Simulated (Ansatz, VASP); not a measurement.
# Ni3GeC: VASP beside Ansatz

One calculation is typed for both programs; each brings its own data sets. How far apart do they land? The cell is taken from a series of runs on this material, whose earlier steps may have relaxed, scaled, displaced or heated it; both programs get it as it stands.

Program: Ansatz 0.2.0. Level of theory: plane waves, with VASP 6.6.1 beside it; single point at PBEsol. Results are calculated unless marked as measured.

**1. Starting point**

It takes space group P4/mmm (No. 123, tetragonal). Conventional cell: a = 3.762 Å, b = 3.762 Å, c = 7.523 Å, α = 90.00°, β = 90.00°, γ = 90.00°. Nearest to Ni lie 2 C at 1.88 Å and 4 Ge at 2.60 to 2.72 Å and 8 Ni at 2.60 to 2.72 Å. Nearest to Ni lie 2 C at 1.90 Å and 8 Ni at 2.60 Å and 4 Ge at 2.66 Å. Ni has 2 C at 1.86 Å and 4 Ge at 2.66 Å nearest. Ge has 12 Ni at 2.66 to 2.72 Å nearest. Nearest to Ge lie 12 Ni at 2.60 to 2.66 Å. Nearest to C lie 6 Ni at 1.86 to 1.90 Å. Farther neighbours are not listed.

**2. VASP: single point, PBEsol, pair 1**

With cell and atoms fixed, the geometry can't cause a difference; cores, projectors, grids and the points listed under the comparison can.

Lines of VASP's logs that name or quote its potential files are left out, and so is its time.

File INCAR:

```
SYSTEM = Ni3GeC
PREC = Accurate
ENCUT = 600
EDIFF = 1E-06
NELM = 120
ISMEAR = 1
SIGMA = 0.2
LREAL = .FALSE.
ALGO = Normal
GGA = PS
NBANDS = 59
LASPH = .TRUE.
LORBIT = 11
LWAVE = .FALSE.
LCHARG = .FALSE.
ISIF = 2
GGA_COMPAT = .FALSE.
KPAR = 2
```

File POSCAR:

```
Ni3GeC
1.0
    3.7616448710      0.0000000000      0.0000000000
    0.0000000000      3.7616448710      0.0000000000
    0.0000000000      0.0000000000      7.5232897419
Ni Ge C
6 2 2
Direct
    0.0000000000      0.5000000000      0.2393663540
    0.0000000000      0.5000000000      0.7606336460
    0.5000000000      0.5000000000      0.0000000000
    0.5000000000      0.5000000000      0.5000000000
    0.5000000000      0.0000000000      0.2393663540
    0.5000000000      0.0000000000      0.7606336460
    0.0000000000      0.0000000000      0.5000000000
    0.0000000000      0.0000000000      0.0000000000
    0.5000000000      0.5000000000      0.2523343961
    0.5000000000      0.5000000000      0.7476656039
```

File KPOINTS:

```
Automatic mesh
0
Gamma
10 10 6
0 0 0
```

Potentials, in the order of the species: Ni, Ge_d and C (PBE family, release 64).

The run is started by

```console
mpirun -np 2 vasp_std
```

Numbers of over 12 decimals in the logs are rounded to 6 here.

The program printed:

```text
[banner, memory and clock lines left out]
running    2 mpi-ranks, on    1 nodes
 distrk:  each k-point on    1 cores,    2 groups
 distr:  one band on    1 cores,    1 groups

 POSCAR found type information on POSCAR NiGeC
 POSCAR found :  3 types and      10 ions
|                                                                             |
|               ----> ADVICE to this user running VASP <----                  |
|                                                                             |
|     You enforced a specific xc type in the INCAR file but a different       |
|     [... a line on the potential file left out ...]
|     I HOPE YOU KNOW WHAT YOU ARE DOING!                                     |
|                                                                             |

 LDA part: xc-table for (Slater+PW92), standard interpolation
 POSCAR, INCAR and KPOINTS ok, starting setup
 FFT: planning ... GRIDC
 FFT: planning ... GRID_SOFT
 FFT: planning ... GRID
 WAVECAR not read
 entering main loop
       N       E                     dE             d eps       ncg     rms          rms(c)
DAV:   1     0.103347263482E+04    0.10335E+04   -0.44231E+04 11301   0.388E+03
DAV:   2     0.139173141786E+03   -0.89430E+03   -0.84473E+03  9912   0.867E+02
DAV:   3    -0.571209116671E+02   -0.19629E+03   -0.18574E+03  9923   0.276E+02
DAV:   4    -0.770125135476E+02   -0.19892E+02   -0.19135E+02 11548   0.914E+01
DAV:   5    -0.777497773088E+02   -0.73726E+00   -0.73014E+00 11025   0.184E+01    0.372E+01
DAV:   6    -0.772443326264E+02    0.50544E+00   -0.13825E+02 13250   0.118E+02    0.312E+01
DAV:   7    -0.655464383157E+02    0.11698E+02   -0.43989E+01 11165   0.838E+01    0.901E+00
DAV:   8    -0.687760331772E+02   -0.32296E+01   -0.11372E+01 12894   0.582E+01    0.257E+01
DAV:   9    -0.662189265359E+02    0.25571E+01   -0.71684E+00 12296   0.380E+01    0.774E+00
DAV:  10    -0.659016081972E+02    0.31732E+00   -0.12710E+00 13095   0.278E+01    0.568E+00
DAV:  11    -0.657346137187E+02    0.16699E+00   -0.57004E-01 12442   0.141E+01    0.157E+00
DAV:  12    -0.657247225271E+02    0.98912E-02   -0.10104E-01 12544   0.391E+00    0.656E-01
DAV:  13    -0.657238020566E+02    0.92047E-03   -0.17671E-02 11028   0.995E-01    0.347E-01
DAV:  14    -0.657233959056E+02    0.40615E-03   -0.19904E-03 14300   0.478E-01    0.157E-01
DAV:  15    -0.657233664570E+02    0.29449E-04   -0.11250E-03 10892   0.228E-01    0.714E-02
DAV:  16    -0.657233482222E+02    0.18235E-04   -0.63436E-05 12294   0.679E-02    0.425E-02
DAV:  17    -0.657233337993E+02    0.14423E-04   -0.35821E-05 12928   0.637E-02    0.209E-02
DAV:  18    -0.657233302373E+02    0.35619E-05   -0.83029E-06 12243   0.437E-02    0.104E-02
DAV:  19    -0.657233297749E+02    0.46240E-06   -0.14896E-06  6389   0.178E-02
   1 F= -.65723330E+02 E0= -.65724840E+02  d E =0.453134E-02
```

From OUTCAR (step 2):

```text
ion  position               nearest neighbor table
   1  0.000  0.500  0.239-   9 1.88   9 1.88   3 2.60   8 2.60   3 2.60   8 2.60   5 2.66   5 2.66
                             5 2.66   5 2.66   4 2.72   7 2.72   7 2.72   4 2.72
   2  0.000  0.500  0.761-  10 1.88  10 1.88   3 2.60   8 2.60   3 2.60   8 2.60   6 2.66   6 2.66
                             6 2.66   6 2.66   4 2.72   7 2.72   7 2.72   4 2.72
   3  0.500  0.500  0.000-   9 1.90  10 1.90   5 2.60   6 2.60   1 2.60   2 2.60   5 2.60   6 2.60
                             1 2.60   2 2.60   8 2.66   8 2.66   8 2.66   8 2.66
   4  0.500  0.500  0.500-   9 1.86  10 1.86   7 2.66   7 2.66   7 2.66   7 2.66   5 2.72   5 2.72
                             6 2.72   6 2.72   1 2.72   2 2.72   1 2.72   2 2.72
   5  0.500  0.000  0.239-   9 1.88   9 1.88   3 2.60   3 2.60   8 2.60   8 2.60   1 2.66   1 2.66
                             1 2.66   1 2.66   7 2.72   7 2.72   4 2.72   4 2.72
   6  0.500  0.000  0.761-  10 1.88  10 1.88   3 2.60   3 2.60   8 2.60   8 2.60   2 2.66   2 2.66
                             2 2.66   2 2.66   7 2.72   7 2.72   4 2.72   4 2.72
   7  0.000  0.000  0.500-   4 2.66   4 2.66   4 2.66   4 2.66   6 2.72   1 2.72   2 2.72   2 2.72
                             1 2.72   5 2.72   6 2.72   5 2.72
   8  0.000  0.000  0.000-   1 2.60   2 2.60   5 2.60   6 2.60   1 2.60   2 2.60   5 2.60   6 2.60
                             3 2.66   3 2.66   3 2.66   3 2.66
   9  0.500  0.500  0.252-   4 1.86   1 1.88   5 1.88   5 1.88   1 1.88   3 1.90
  10  0.500  0.500  0.748-   4 1.86   2 1.88   6 1.88   6 1.88   2 1.88   3 1.90

  LATTYP: Found a simple tetragonal cell.
 ALAT       =     3.7616448710
 C/A-ratio  =     2.0000000000

 Subroutine GETGRP returns: Found 16 space group operations
 (whereof 16 operations were pure point group operations)

The static configuration has the point symmetry D_4h.

 Found     84 irreducible k-points:

   k-points           NKPTS =     84   k-points in BZ     NKDIM =     84   number of bands    NBANDS=     59

   dimension x,y,z NGX =    30 NGY =   30 NGZ =   60
   dimension x,y,z NGXF=    60 NGYF=   60 NGZF=  120

   ENCUT  =  600.0 eV  44.10 Ry    6.64 a.u.   7.51  7.51 15.03*2*pi/ulx,y,z

   NELECT =      96.0000    total number of electrons

 k-points in reciprocal lattice and weights: Automatic mesh
   0.00000000  0.00000000  0.00000000       0.002
   0.10000000  0.00000000  0.00000000       0.007
   0.20000000  0.00000000  0.00000000       0.007
   0.30000000  0.00000000  0.00000000       0.007
   0.40000000  0.00000000  0.00000000       0.007
   0.50000000  0.00000000  0.00000000       0.003
   0.10000000  0.10000000  0.00000000       0.007
   0.20000000  0.10000000  0.00000000       0.013
   0.30000000  0.10000000  0.00000000       0.013
[...]
0.50000000  0.40000000  0.50000000       0.007
   0.50000000  0.50000000  0.50000000       0.002

 average (electrostatic) potential at core
       1 -81.8319       2 -81.8319       3 -81.8428       4 -81.7891       5 -81.8319
       6 -81.8319       7 -69.4685       8 -69.8590       9 -46.0362      10 -46.0362

 E-fermi :   9.6684

 k-point     1 :       0.0000    0.0000    0.0000
  band No.  band energies     occupation
    ...
     44       8.6656      2.00000
     45       8.6667      2.00000
     46       8.9270      2.00000
     47       9.6603      1.06848
     48       9.6603      1.06848
     49      10.1009     -0.00914
     50      10.3478     -0.00002
     51      11.1103     -0.00000
     52      11.1970     -0.00000
     53      11.1970     -0.00000
    ...

 k-point     2 :       0.1000    0.0000    0.0000
  band No.  band energies     occupation
    ...
     43       8.6619      2.00000
     44       8.6814      2.00000
     45       8.7201      2.00000
     46       8.8901      2.00000
     47       9.5504      1.83102
     48       9.7903      0.15174
     49       9.8874     -0.06477
     50      10.2357     -0.00045
     51      11.2325     -0.00000
     52      11.3055     -0.00000
    ...

 k-point     3 :       0.2000    0.0000    0.0000
  band No.  band energies     occupation
    ...
     44       8.7816      2.00000
     45       8.8615      2.00000
     46       8.9052      2.00000
     47       9.3532      2.04836
     48       9.5498      1.83392
     49      10.0869     -0.01172
     50      10.1437     -0.00395
     51      11.5128     -0.00000
     52      11.5642     -0.00000
     53      11.6427     -0.00000
    ...

  Total        0.0460445      0.0460445      0.4562940      0.0000000      0.0000000      0.0000000
  in kB        0.6929865      0.6929865      6.8673939      0.0000000      0.0000000      0.0000000
  external PRESSURE =       2.7511223 kB  Pullay stress =       0.0000000 kB

  energy-cutoff  :      600.00
  volume of cell :      106.45
      direct lattice vectors                 reciprocal lattice vectors
     3.761644871  0.000000000  0.000000000     0.265841150  0.000000000  0.000000000
     0.000000000  3.761644871  0.000000000     0.000000000  0.265841150  0.000000000
     0.000000000  0.000000000  7.523289742     0.000000000  0.000000000  0.132920575

 POSITION                                       TOTAL-FORCE (eV/Angst)
 -----------------------------------------------------------------------------------
      0.00000      1.88082      1.80082         0.000000      0.000000     -0.185851
      0.00000      1.88082      5.72247         0.000000      0.000000      0.185851
      1.88082      1.88082      0.00000         0.000000     -0.000000     -0.000000
      1.88082      1.88082      3.76164         0.000000     -0.000000     -0.000000
      1.88082      0.00000      1.80082        -0.000000      0.000000     -0.185851
      1.88082      0.00000      5.72247        -0.000000     -0.000000      0.185851
      0.00000      0.00000      3.76164         0.000000     -0.000000     -0.000000
      0.00000      0.00000      0.00000         0.000000     -0.000000     -0.000000
      1.88082      1.88082      1.89838         0.000000     -0.000000     -0.071672
      1.88082      1.88082      5.62490        -0.000000      0.000000      0.071672
 -----------------------------------------------------------------------------------
    total drift:                                0.000000      0.000000      0.000000

  FREE ENERGIE OF THE ION-ELECTRON SYSTEM (eV)
  ---------------------------------------------------
  free  energy   TOTEN  =       -65.7233297749 eV

  energy  without entropy=      -65.7278611113  energy(sigma->0) =      -65.72484022

 total charge
# of ion       s       p       d       tot
------------------------------------------
    1        0.456   0.615   8.502   9.573
    2        0.456   0.615   8.502   9.573
    3        0.450   0.635   8.508   9.594
    4        0.466   0.599   8.497   9.563
    5        0.456   0.615   8.502   9.573
    6        0.456   0.615   8.502   9.573
    7        1.197   1.001  10.047  12.246
    8        1.082   1.121  10.078  12.281
    9        0.874   1.550   0.000   2.424
   10        0.874   1.550   0.000   2.424
--------------------------------------------------
tot          6.766   8.919  71.137  86.823

[... 3 further parts left out ...]
```

This run has no spin polarisation, so a moment on Ni, if there is one, isn't seen.

**3. Ansatz: single point, PBEsol, pair 1**

Ansatz runs on its PAW soft_1 files.

The same cell, functional, mesh and smearing now go to Ansatz, which takes its cutoff from its data sets.

File input.yaml:

```yaml
crystal:
  lattice:
    - [3.761644871, 0.0, 0.0]
    - [0.0, 3.761644871, 0.0]
    - [0.0, 0.0, 7.5232897419]
  atoms:
    - { symbol: Ni, position: [0.0, 0.5, 0.239366354] }
    - { symbol: Ni, position: [0.0, 0.5, 0.760633646] }
    - { symbol: Ni, position: [0.5, 0.5, 0.0] }
    - { symbol: Ni, position: [0.5, 0.5, 0.5] }
    - { symbol: Ni, position: [0.5, 0.0, 0.239366354] }
    - { symbol: Ni, position: [0.5, 0.0, 0.760633646] }
    - { symbol: Ge, position: [0.0, 0.0, 0.5] }
    - { symbol: Ge, position: [0.0, 0.0, 0.0] }
    - { symbol: C, position: [0.5, 0.5, 0.2523343961] }
    - { symbol: C, position: [0.5, 0.5, 0.7476656039] }
kpoints:
  mp_grid: { grid: [10, 10, 6] }
hamiltonian:
  xc: pbesol
  pseudopotentials: { kind: paw, azcp: { folder: soft_1 }, xc_functional: pbe }
scf:
  occupations: { method: methfessel_paxton, width: 0.2 }
output:
  forces: true
  stress: true
  eigenvalues: true
```

The run is started by

```console
ansatz run input.yaml --threads 4 --pin off --max-ram 10240MiB --backend cpu --events-out ev --progress --plain --runs-dir out
```

The program printed:

```text
Engine: ansatz 0.2.0, aarch64-unknown-linux-gnu
Pseudopotentials: kind: paw
Pseudopotential: Ni, paw, valence charge 18, recommended cutoff 420 eV (normal), soft_1/Ni.paw.azcp
Pseudopotential: Ge, paw, valence charge 14, recommended cutoff 420 eV (normal), soft_1/Ge.paw.azcp
Pseudopotential: C, paw, valence charge 4, recommended cutoff 420 eV (normal), soft_1/C.paw.azcp
Functional definition: PBEsol
  exchange = pbesol_x
  correlation = pbesol_c
Crystal: 10 atoms, lattice volume = 106.454 Å³
Basis set: ecut = 420 eV, 2065 PW (Γ), exchange–correlation on 54×54×108 points (8 copies of the dense FFT grid, shifted against one another)
Bands: 87, of which v1, the nominal top of the filled ones, is band 72 counted from 1 (71 counted from 0)
Symmetry: 16 space group operations
Space group: P4/mmm (ITA 123), of the structure as read, at distance tolerance 4.7e-5 Å
k-points: 84 of 600
Non-local potential: Ni, projectors of the file, l = 0: 3, l = 1: 2, l = 2: 3, l = 3: 1
Non-local potential: Ge, projectors of the file, l = 0: 2, l = 1: 2, l = 2: 3, l = 3: 1
Non-local potential: C, projectors of the file, l = 0: 2, l = 1: 2, l = 2: 1
PAW form: soft (Blöchl's): semilocal exchange-correlation on the pseudo side does not see the compensation charge
PAW frozen core: Ni, regenerated for the run's functional, and the local potential with it (the file was generated under x = pbe(κ = 0.804, μ = 0.219515), c = pbe(β = 0.066725))
PAW frozen core: Ge, regenerated for the run's functional, and the local potential with it (the file was generated under x = pbe(κ = 0.804, μ = 0.219515), c = pbe(β = 0.066725))
PAW frozen core: C, regenerated for the run's functional, and the local potential with it (the file was generated under x = pbe(κ = 0.804, μ = 0.219515), c = pbe(β = 0.066725))
PAW one-centre angular grid: Ni, 590 points (default); XC on 64 Gauss nodes
PAW one-centre angular grid: Ge, 590 points (default); XC on 64 Gauss nodes
PAW one-centre angular grid: C, 110 points (default); XC on 64 Gauss nodes
Initial density: superposition of atomic densities (chi_scale 0.1, normalization cell, long waves kept (reshape's long-wave potential 0.03 eV rms))
Initial wavefunctions: pseudopotential atomic-orbital guess
Functional: x = pbesol(κ = 0.804, μ = 0.123457), c = pbesol(β = 0.046)
SCF iter   1: F=—  HF=-43833.762900 eV  |F-HF|=—  |Δ(HF+E_count)|=         —  Δρ=1.14e-1  dr2=1.76e1  ethr=3.10e-3  ⟨swp⟩=5.0  Hψ=22323  notcnv=0  defer=29
preconditioner: auto → Kerker (q_TF=auto, 2.869 Å⁻¹)  [metal: Δε(μ)=0.012 eV  Ē_g=12.336 eV  σ=0.200 eV  W_gap=0.05  n_scr=38 (ndim 8)  ℏωp=35.3 eV  f_vac=0.000  D(μ)=3.16/eV (n_scr^D=16)]
SCF iter   2: F=—  HF=-43831.149385 eV  |F-HF|=—  |Δ(HF+E_count)|=    2.61e0  S|Δr|=    0.00e0  Δρ=4.48e-2  dr2=4.47e0  ethr=3.10e-3  ⟨swp⟩=2.5  Hψ=11213  notcnv=0  defer=559
SCF iter   3: F=—  HF=-43830.154627 eV  |F-HF|=—  |Δ(HF+E_count)|=   9.95e-1  S|Δr|=    0.00e0  Δρ=1.76e-2  dr2=9.42e-1  ethr=3.10e-3  ⟨swp⟩=2.0  Hψ=8603  notcnv=0  defer=558
SCF iter   4: F=—  HF=-43829.961827 eV  |F-HF|=—  |Δ(HF+E_count)|=   1.93e-1  S|Δr|=    0.00e0  Δρ=6.93e-3  dr2=4.30e-2  ethr=6.54e-4  ⟨swp⟩=2.0  Hψ=10140  notcnv=0  defer=561
SCF iter   5: F=—  HF=-43829.959369 eV  |F-HF|=—  |Δ(HF+E_count)|=   2.46e-3  S|Δr|=    0.00e0  Δρ=3.08e-3  dr2=9.06e-3  ethr=2.99e-5  ⟨swp⟩=2.0  Hψ=9865  notcnv=0  defer=559
SCF iter   6: F=—  HF=-43829.952278 eV  |F-HF|=—  |Δ(HF+E_count)|=   7.09e-3  S|Δr|=    0.00e0  Δρ=9.34e-4  dr2=8.78e-4  ethr=6.29e-6  ⟨swp⟩=2.0  Hψ=10772  notcnv=0  defer=559
SCF iter   7: F=—  HF=-43829.952621 eV  |F-HF|=—  |Δ(HF+E_count)|=   3.44e-4  S|Δr|=    0.00e0  Δρ=3.71e-4  dr2=2.73e-4  ethr=6.10e-7  ⟨swp⟩=2.1  Hψ=12543  notcnv=0  defer=559
SCF iter   8: F=—  HF=-43829.952602 eV  |F-HF|=—  |Δ(HF+E_count)|=   1.90e-5  S|Δr|=    0.00e0  Δρ=8.94e-5  dr2=2.76e-5  ethr=1.90e-7  ⟨swp⟩=2.1  Hψ=11406  notcnv=0  defer=559
SCF iter   9: F=—  HF=-43829.952582 eV  |F-HF|=—  |Δ(HF+E_count)|=   2.01e-5  S|Δr|=    0.00e0  Δρ=5.34e-5  dr2=2.69e-6  ethr=1.92e-8  ⟨swp⟩=2.0  Hψ=9525  notcnv=0  defer=559
SCF iter  10: F=—  HF=-43829.952581 eV  |F-HF|=—  |Δ(HF+E_count)|=   1.03e-6  S|Δr|=    0.00e0  Δρ=2.56e-5  dr2=1.80e-6  ethr=1.87e-9  ⟨swp⟩=2.0  Hψ=10775  notcnv=0  defer=559
SCF iter  11: F=—  HF=-43829.952581 eV  |F-HF|=—  |Δ(HF+E_count)|=   4.08e-7  S|Δr|=    0.00e0  Δρ=1.39e-5  dr2=4.69e-7  ethr=1.25e-9  ⟨swp⟩=2.0  Hψ=8880  notcnv=0  defer=559
SCF iter  12: F=-43829.952581 eV  HF=-43829.952581 eV  |F-HF|=3.35e-8  |Δ(HF+E_count)|=   3.91e-8  S|Δr|=    0.00e0  Δρ=3.73e-6  dr2=3.51e-8  ethr=6.94e-11  ⟨swp⟩=9.2  Hψ=33692  notcnv=0
SCF 1 converged in 12 iterations: F = -43829.952581 eV  dr2 = 3.51e-8
  greatest PAW one-centre occupation: 1.001 electrons in one spin orbital (limit 2), on the Ni atom at site 2 (counted from 0), in its partial waves of l = 1
SCF converged after 12 iterations
Stability not checked: this state was not tested for a lower state beside it, because cold or Methfessel-Paxton smearing, or corrected tetrahedra, fill the levels in a way that the test cannot read (fill_not_monotonic; see scf.lower_state_search)
Free energy (F): -43829.952581 eV
Harris-Foulkes:  -43829.952581 eV  (|F-HF|=3.35e-8)
Internal energy: -43829.956936 eV  (E = F + TS)
E sigma→0 (E₀):  -43829.953670 eV
Entropy (-TS):   0.004355 eV (0.435 meV/atom)
Fermi energy:    16.810270 eV
--- Per-component energies (eV) ---
  E_band       = -1908.714955
  E_kinetic    = 2411.740995
  E_local      = -21648.924082  (includes V_loc(G=0)·N_el)
  E_nonlocal   = -201.494342
  E_hartree    = 11422.683426
  E_xc         = -912.817134
  E_vxc        = -1123.831439  (∫ρ·V_xc dr)
  E_paw        = -13875.851804  (= ΣΔE_a)
  E_vpaw       = -4191.575164  (= ΣTr[D̂ρ^β])
  E_aug_tail   = 0.005252  (compensation charges beyond the density's cutoff)
  E_ewald      = -21028.361060
  E_core_change = 3.061812  (= ΣΔE_core)
  E_smearing   = 0.004355  (= −TS)
  E_closure    = 0.000000  (closes the sum)
  Σ components = -43829.952581   (vs F -43829.952581, Δ=0.00e0)
--- Forces (eV/Å), atoms counted from 1 ---
  atom   1  Ni     0.00000000     0.00000000    -0.18740070
  atom   2  Ni    -0.00000000     0.00000000     0.18740070
  atom   3  Ni     0.00000000    -0.00000000    -0.00000000
  atom   4  Ni     0.00000000    -0.00000000    -0.00000000
  atom   5  Ni    -0.00000000     0.00000000    -0.18740070
  atom   6  Ni     0.00000000     0.00000000     0.18740070
  atom   7  Ge     0.00000000    -0.00000000     0.00000000
  atom   8  Ge     0.00000000     0.00000000     0.00000000
  atom   9  C      0.00000000     0.00000000    -0.06828788
  atom  10  C     -0.00000000     0.00000000     0.06828788
  max |Σ_I F_I| component: 1.39e-17 eV/Å
--- Stress (GPa, compression-positive) ---
       -0.065024       0.000000      -0.000000
        0.000000      -0.065024      -0.000000
       -0.000000      -0.000000       0.543831
  P = ⅓ Tr σ = 0.1379 GPa (1.379 kbar)
--- Band table (eV; the first three rows and the last of 84) ---
  k-point 0: bands = [... 68 lower, 15.8231, 16.0694, 16.8056, 16.8056, 17.2462, 17.4993, 18.2308, 18.3148, ... 11 higher]
  k-point 1: bands = [... 68 lower, 15.8231, 16.0436, 16.7242, 16.7242, 17.2337, 17.3580, 18.3900, 18.3900, ... 11 higher]
  k-point 2: bands = [... 68 lower, 15.9183, 15.9674, 16.5315, 16.5315, 17.1957, 17.2673, 18.5802, 18.5802, ... 11 higher]
  k-point 83: bands = [... 68 lower, 16.0919, 16.0919, 16.1033, 16.1033, 17.3319, 17.4591, 17.8396, 17.8524, ... 11 higher]
```

The column dr2 measures how far the density is from self-consistency, as an energy; F and HF (Harris–Foulkes) agree once it is small.

The run ends at a pressure of 0.14 GPa, with forces up to 0.19 eV/Å.

[end of part 1 of 2]

[Lines on the potential files, build, host, timing and source positions are cut from VASP's logs without a mark.]

[Logs are printed without paths, hosts, clocks, repeated set-up lines and the standing remarks that a program may print on its own settings, such as how far it seeks lower states.]

[Hosts, paths, dates, database ids (printed as entryN), source tags and the programs' standing remarks are cut or masked in the printed files.]
